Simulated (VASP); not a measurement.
Method: PBEsol GGA, VASP's PBE PAW potentials (set 64) (plane waves; VASP).

A VASP calculation is set up with these files.

File POSCAR:
```
MoTe2
1
    1.7461316814    -3.0243883776    -0.0000000000
    1.7461316814     3.0243883776     0.0000000000
   -0.0000000000     0.0000000000    13.9761449441
Te Mo
4 2
Direct
  0.3333330000   0.6666670000   0.8793236539
  0.6666670000   0.3333330000   0.3793236539
  0.6666670000   0.3333330000   0.1206763461
  0.3333330000   0.6666670000   0.6206763461
  0.3333330000   0.6666670000   0.2500000000
  0.6666670000   0.3333330000   0.7500000000
```

**INCAR**
```
LORBIT = 11
ENCUT = 400   ! plane-wave cut-off (eV)
LREAL = .FALSE.
EDIFF = 1E-7   ! SCF stop (eV)
SYSTEM = MoTe2
GGA = PS   ! PBEsol
LASPH = .TRUE.   ! aspherical one-centre terms
NELM = 100   ! most electronic steps
PREC = Accurate
LMAXMIX = 4   ! l cut-off of mixed one-centre charges
ISMEAR = -5
LWAVE = .FALSE.
LEFG = .TRUE.
ISIF = 2
ALGO = Normal   ! blocked Davidson
NEDOS = 601   ! DOS grid
LCHARG = .TRUE.
```

**KPOINTS**
```
Regular mesh
0
gamma
8 8 2
```

POTCAR, in this order: Te Mo_sv (PBE.64 set). Program: vasp_std.

What VASP printed:

OSZICAR:
```
       N       E                     dE             d eps       ncg     rms          rms(c)
DAV:   1     0.324903990437E+03    0.32490E+03   -0.24577E+04  1552   0.123E+03
DAV:   2    -0.218615954764E+02   -0.34677E+03   -0.33924E+03  1557   0.311E+02
DAV:   3    -0.403193654736E+02   -0.18458E+02   -0.18309E+02  1526   0.601E+01
DAV:   4    -0.408419740119E+02   -0.52261E+00   -0.52020E+00  1558   0.993E+00
DAV:   5    -0.408579660625E+02   -0.15992E-01   -0.15978E-01  1579   0.174E+00    0.235E+01
DAV:   6    -0.399182163086E+02    0.93975E+00   -0.93899E+00  1451   0.152E+01    0.913E+00
DAV:   7    -0.398302472375E+02    0.87969E-01   -0.88012E+00  1398   0.118E+01    0.657E+00
DAV:   8    -0.394006241502E+02    0.42962E+00   -0.18515E+00  1492   0.617E+00    0.334E+00
DAV:   9    -0.393998070367E+02    0.81711E-03   -0.26031E-01  1676   0.227E+00    0.142E+00
DAV:  10    -0.393928806212E+02    0.69264E-02   -0.52131E-02  1503   0.116E+00    0.389E-01
DAV:  11    -0.393930162707E+02   -0.13565E-03   -0.28471E-03  1504   0.260E-01    0.324E-01
DAV:  12    -0.393929524922E+02    0.63779E-04   -0.35486E-04  1498   0.872E-02    0.206E-01
DAV:  13    -0.393928989156E+02    0.53577E-04   -0.13868E-04  1528   0.627E-02    0.107E-01
DAV:  14    -0.393928937146E+02    0.52010E-05   -0.21367E-05  1615   0.182E-02    0.704E-02
DAV:  15    -0.393928925569E+02    0.11577E-05   -0.20925E-06  1478   0.696E-03    0.410E-02
DAV:  16    -0.393928906632E+02    0.18937E-05   -0.39722E-06  1510   0.907E-03    0.211E-02
DAV:  17    -0.393928902681E+02    0.39512E-06   -0.10227E-06  1418   0.452E-03    0.327E-03
DAV:  18    -0.393928902361E+02    0.31946E-07   -0.11323E-07   886   0.168E-03
   1 F= -.39392890E+02 E0= -.39392890E+02  d E =0.000000E+00
```

### OUTCAR
```
------------------------ aborting loop because EDIFF is reached ----------------------------------------
  FORCE on cell =-STRESS in cart. coord.  units (eV):
  Direction    XX          YY          ZZ          XY          YZ          ZX
  --------------------------------------------------------------------------------------
  Total       -0.0443782     -0.0443782     -0.0638257      0.0000000      0.0000000      0.0000000
  in kB       -0.4816688     -0.4816687     -0.6927459      0.0000000      0.0000000      0.0000000
  external PRESSURE =      -0.5520278 kB  Pullay stress =       0.0000000 kB
  volume of cell :      147.62
      direct lattice vectors                 reciprocal lattice vectors
     1.746131681 -3.024388378  0.000000000     0.286347247 -0.165322683  0.000000000
     1.746131681  3.024388378  0.000000000     0.286347247  0.165322683  0.000000000
     0.000000000  0.000000000 13.976144944     0.000000000  0.000000000  0.071550489
 POSITION                                       TOTAL-FORCE (eV/Angst)
 -----------------------------------------------------------------------------------
      1.74613      1.00813     12.28955         0.000000     -0.000000      0.004812
      1.74613     -1.00813      5.30148         0.000000      0.000000      0.004812
      1.74613     -1.00813      1.68659         0.000000      0.000000     -0.004812
      1.74613      1.00813      8.67466         0.000000     -0.000000     -0.004812
      1.74613      1.00813      3.49404        -0.000000     -0.000000     -0.000000
      1.74613     -1.00813     10.48211        -0.000000      0.000000     -0.000000
 -----------------------------------------------------------------------------------
    total drift:                                0.000245      0.001612     -0.000026
  FREE ENERGIE OF THE ION-ELECTRON SYSTEM (eV)
  ---------------------------------------------------
  free  energy   TOTEN  =       -39.3928902361 eV

  energy  without entropy=      -39.3928902361  energy(sigma->0) =      -39.39289024

 total charge

# of ion       s       p       d       tot
------------------------------------------
    1        1.386   1.975   0.067   3.427
    2        1.386   1.975   0.067   3.427
    3        1.386   1.975   0.067   3.427
    4        1.386   1.975   0.067   3.427
    5        2.259   6.151   4.007  12.416
    6        2.259   6.151   4.007  12.416
--------------------------------------------------
tot         10.064  20.199   8.280  38.543

 Electric field gradients after diagonalization (V/A^2)
 (convention: |V_zz| > |V_xx| > |V_yy|)
----------------------------------------------------------------------
 ion       V_xx      V_yy      V_zz     asymmetry (V_yy - V_xx)/ V_zz
----------------------------------------------------------------------
   1      88.467    88.467  -176.934       0.000
   2      88.467    88.467  -176.934       0.000
   3      88.467    88.467  -176.934       0.000
   4      88.467    88.467  -176.934       0.000
   5      34.947    34.942   -69.890       0.000
   6      34.947    34.942   -69.890       0.000
```
(Selected blocks of OUTCAR.)

OUTCAR:
```
 val. band max:        8.1661033159   @ k =   0.0000   0.0000   0.0000

 cond. band min:       8.9683207327   @ k =   0.2500   0.1250   0.0000


 Fermi energy:         8.2417361050

 k-point     1 :       0.0000    0.0000    0.0000
  band No.  band energies     occupation
      1     -52.5040      2.00000
      2     -52.5040      2.00000
      3     -26.7190      2.00000
      4     -26.7189      2.00000
      5     -26.5680      2.00000
      6     -26.5680      2.00000
      7     -26.5678      2.00000
      8     -26.5678      2.00000
      9      -4.9495      2.00000
     10      -4.6211      2.00000
     11      -4.0883      2.00000
     12      -3.5735      2.00000
     13       2.2063      2.00000
     14       3.5321      2.00000
     15       4.9715      2.00000
     16       6.3821      2.00000
     17       6.3821      2.00000
     18       6.3970      2.00000
     19       6.3970      2.00000
     20       7.0532      2.00000
     21       7.1765      2.00000
     22       7.1766      2.00000
     23       7.2107      2.00000
     24       7.2108      2.00000
     25       7.8304      2.00000
     26       8.1661      2.00000
     27      11.1983      0.00000
     28      11.1983      0.00000
     29      11.3326      0.00000
     30      11.3328      0.00000
     31      11.4300      0.00000

 k-point     2 :       0.1250    0.0000    0.0000
  band No.  band energies     occupation
      1     -52.5024      2.00000
      2     -52.5024      2.00000
      3     -26.7143      2.00000
      4     -26.7141      2.00000
      5     -26.5890      2.00000
      6     -26.5890      2.00000
      7     -26.5727      2.00000
      8     -26.5727      2.00000
      9      -4.7227      2.00000
     10      -4.3974      2.00000
     11      -3.9200      2.00000
     12      -3.4263      2.00000
     13       2.4555      2.00000
     14       3.7672      2.00000
     15       4.8678      2.00000
     16       5.8874      2.00000
     17       5.9301      2.00000
...
```

Without a dispersion term in the relaxation, distances and binding between the weakly bound layers, chains or molecules are unreliable, and so is what depends on them. Unless said otherwise, spin-orbit coupling is left out, though it shifts the bands of the heavy elements here.

The compound is MoTe2 in the 2H layered structure. It was relaxed first.
